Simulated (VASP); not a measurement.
Input:

```
CELL_PARAMETERS angstrom
      0.00000     2.50187     2.50187
      2.50187     0.00000     2.50187
      2.50187     2.50187     0.00000
ATOMIC_POSITIONS crystal
  Mg 0.00000 0.00000 0.00000
  S  0.50000 0.50000 0.50000
```

The numbers are results of PBEsol GGA, VASP's PBE PAW potentials (set 64) (plane waves; VASP), not measurements. Run with 500 eV cut-off, 9×9×9 Γ-centred mesh, Gaussian smearing of 0.050 eV, potentials Mg S.

Question: What does the run give for the energy per atom (σ→0), pressure?

Answer: 
```yaml
energy per atom (σ→0): -433.1 kJ/mol of atoms
pressure: 9.98 GPa
```

Only differences to runs with the same potentials and settings are physical.

The compound is MgS in the rock salt structure. It was relaxed first under an external pressure of 10 GPa.
